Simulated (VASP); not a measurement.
ScF3:

```
Sc F
1.0
     4.01245    0.00000    0.00000
     0.00000    4.01245    0.00000
     0.00000    0.00000    4.01245
Sc F
1 3
Direct
  0.00000 0.00000 0.00000
  0.50000 0.00000 0.00000
  0.00000 0.50000 0.00000
  0.00000 0.00000 0.50000
```

```yaml
Program: VASP 6.6.1
Task: relaxation of cell and atoms
Functional: LDA
Potentials_or_basis: VASP PAW LDA potentials, release 64 (Sc_sv, F)
Cutoff: 520 eV
k_mesh: 8 × 8 × 8
Occupations: gaussian, width 0.02 eV
Spin: collinear spin, ferromagnetic start
Starting_moments: "[1, 0, 0, 0] μB"
```

At the start: pressure -2.3 GPa; volume 16.15 Å³/atom.

Q: Where does the relaxation end?

A: Over 3 steps the energy falls by 2.6 meV/atom and the volume is 15.79 Å³/atom (-2.2 %); space group Pm-3m (No. 221, to 0.05 Å); moment 0.00 μB per cell.

The path:
```tsv
step	energy change (eV)	largest force (eV/Å)	pressure (GPa)	volume (Å³)
1	0.0000	0.0000	-2.34	64.60
2	-0.0075	0.0000	1.31	62.42
3	-0.0105	0.0000	-0.02	63.17
```

Final structure:
```yaml
crystal:
  lattice:
    - [3.98268, 0.00000, 0.00000]
    - [0.00000, 3.98268, 0.00000]
    - [0.00000, 0.00000, 3.98268]
  atoms:
    - { symbol: Sc, position: [0.00000, 0.00000, 0.00000] }
    - { symbol: F, position: [0.50000, 0.00000, 0.00000] }
    - { symbol: F, position: [0.00000, 0.50000, 0.00000] }
    - { symbol: F, position: [0.00000, 0.00000, 0.50000] }
```
